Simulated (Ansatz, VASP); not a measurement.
**Sb2Au3 in VASP and in Ansatz**

File INCAR:

```
SYSTEM = Sb2Au3
PREC = Accurate
ENCUT = 600
EDIFF = 1E-6
ISMEAR = 0
SIGMA = 0.1
LREAL = .FALSE.
LASPH = .TRUE.
NELM = 80
ALGO = Fast
ISIF = 3
LWAVE = .FALSE.
LCHARG = .FALSE.
GGA = PE
IBRION = 2
NSW = 90
EDIFFG = -0.04
```

KPOINTS

```
regular mesh
0
G
  3 3 3
  0 0 0
```

Contents of POSCAR:

```
Sb2Au3
1.0
    3.8768152400      2.2382803200      3.0885642000
   -3.8768152400      2.2382803200      3.0885642000
    0.0000000000     -4.4765606500      3.0885642000
Sb Au
2 3
Direct
    0.8187567600      0.8187567600      0.8187567600
    0.1812432400      0.1812432400      0.1812432400
    0.0000000000      0.5000000000      0.0000000000
    0.0000000000      0.0000000000      0.5000000000
    0.5000000000      0.0000000000      0.0000000000
```

Input for Ansatz:

```yaml
crystal:
  lattice:
    - [3.87681524, 2.23828032, 3.0885642]
    - [-3.87681524, 2.23828032, 3.0885642]
    - [0.0, -4.47656065, 3.0885642]
  atoms:
    - { symbol: Sb, position: [0.81875676, 0.81875676, 0.81875676] }
    - { symbol: Sb, position: [0.18124324, 0.18124324, 0.18124324] }
    - { symbol: Au, position: [0.0, 0.5, 0.0] }
    - { symbol: Au, position: [0.0, 0.0, 0.5] }
    - { symbol: Au, position: [0.5, 0.0, 0.0] }
basis:
  ecutwfc: 420
kpoints:
  mp_grid: { grid: [3, 3, 3] }
hamiltonian:
  xc: pbe
scf:
  occupations: { method: gaussian, width: 0.1 }
  lower_state_search: "off"
output:
  forces: true
  stress: true
  eigenvalues: true
relax:
  adjacent_minimum: "off"
  f_tol: 0.04
  max_steps: 70
  cell: { stress_tol: 0.4 }
```

Change from the starting cell: species swapped into the Br2Cl3 type (R-3m, No. 166).

Alike in both runs: task relaxation of cell and atoms; functional PBE; k mesh 3 × 3 × 3; occupations gaussian, width 0.1 eV; no spin polarisation.

|  | VASP | Ansatz |
| --- | --- | --- |
| version | VASP 6.6.1 | Ansatz 0.2.0 |
| potentials or method | VASP PAW PBE potentials, release 64 (Sb, Au) | scalar-relativistic, plane waves, PAW |
| plane-wave cutoff (eV) | 600 | 420 |
| valence electrons in the cell | 43 | 87 |

Ansatz gave:

```
gap on the k mesh at the Fermi level, each at its own relaxed structure (eV) : none
relaxed volume (Å³/atom)                                                     : 28.24
relaxed cell length with the largest relative difference (Å)                 : 5.479
energy change over the relaxation (meV/atom)                                 : -1397
```

Problem. Which values does VASP return?

Solution. gap on the k mesh at the Fermi level, each at its own relaxed structure (eV): none; relaxed volume (Å³/atom): 39.25; relaxed cell length with the largest relative difference (Å): 5.910; energy change over the relaxation (meV/atom): -1200.

A gap of «none» marks a metal or a gap that the smearing closes. One of these differences is far larger than is usual between the two programs; its cause wasn't traced. The two sets of potentials don't hold the same shells in valence.

Caveats: the k mesh is coarse (spacing up to 0.39 Å⁻¹), so the values aren't converged; the volume moved by over 15 % at a fixed basis, so the end points are rough (VASP). The runs have no spin-orbit coupling, so splittings on Au, Sb are missing.
